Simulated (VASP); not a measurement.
A cell of W (bcc) near equilibrium:

```yaml
crystal:
  lattice:
    - [-1.59356, 1.59356, 1.59356]
    - [1.59356, -1.59356, 1.59356]
    - [1.59356, 1.59356, -1.59356]
  atoms:
    - { symbol: W, position: [0.00000, 0.00000, 0.00000] }
```

Method: PBE GGA, VASP's PBE PAW potentials (set 64) (plane waves; VASP 6.6.1).

| run | ΔE (meV/atom) | σxx | σyy | σzz | largest shear component, with its sign (GPa) | largest force (eV/Å) |
|---|---|---|---|---|---|---|
| as it is | 0.0 | 0.04 | 0.04 | 0.04 | 0.00 | 0.000 |
| after one change | 113.4 | -22.56 | -22.56 | -22.56 | 0.00 | 0.000 |
Stress is in GPa, positive when the cell is compressed.

### Question
What was changed between the two runs?
(A) isotropic strain of +3.0 %
(B) isotropic strain of -4.0 %
(C) biaxial strain of -3.0 % in the xz plane
(D) isotropic strain of +2.0 %

### Answer
A, isotropic strain of +3.0 %

The compound is W in the bcc structure.
